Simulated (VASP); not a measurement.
Given:

```yaml
crystal:
  lattice:
    - [0.00000, 2.69188, 2.69188]
    - [2.69188, 0.00000, 2.69188]
    - [2.69188, 2.69188, 0.00000]
  atoms:
    - { symbol: Mg, position: [0.00000, 0.00000, 0.00000] }
    - { symbol: Se, position: [0.50000, 0.50000, 0.50000] }
```

The numbers are results of LDA (Ceperley-Alder, Perdew-Zunger), VASP's LDA PAW potentials (set 64) (plane waves; VASP), not measurements. Settings: 520 eV cut-off, 10×10×10 Γ-centred mesh, tetrahedra with Blöchl corrections, potentials Mg Se.

Q: What does the run give for the energy per atom (σ→0), band gap (on the k-mesh) with the smallest direct gap where there is one?

A: 
| Item | Result |
|---|---|
| band gap (on the k-mesh) | 1.71 eV |
| smallest direct gap (on the k-mesh) | 2.66 eV |
| energy per atom (σ→0) | -4.301 eV/atom |

Only differences to runs with the same potentials and settings are physical.

The compound is MgSe in the rock salt structure. It was relaxed first.
